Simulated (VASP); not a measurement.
Consider the following.

```
Na2S
1.0
    0.00000     3.18908     3.18908
    3.18908     0.00000     3.18908
    3.18908     3.18908     0.00000
Na S
2 1
Direct
  0.25000   0.25000   0.25000
  0.75000   0.75000   0.75000
  0.00000   0.00000   0.00000
```

The numbers are results of LDA (Ceperley-Alder, Perdew-Zunger), VASP's LDA PAW potentials (set 64) (plane waves; VASP), not measurements. Numerical set-up: 500 eV cut-off, 6×6×6 Γ-centred mesh, Gaussian smearing of 0.050 eV, potentials Na_pv S.

What does the run give for the energy per atom (σ→0), band gap (on the k-mesh) with the smallest direct gap where there is one?

```json
{
 "band gap (on the k-mesh)": "2.50 eV",
 "smallest direct gap (on the k-mesh)": "2.50 eV",
 "energy per atom (σ→0)": "-3.637 eV/atom"
}
```

The absolute energy has meaning only against runs of the same code, potentials and settings.

The compound is Na2S in the antifluorite structure. It was relaxed first, which changed the volume by -7 %.
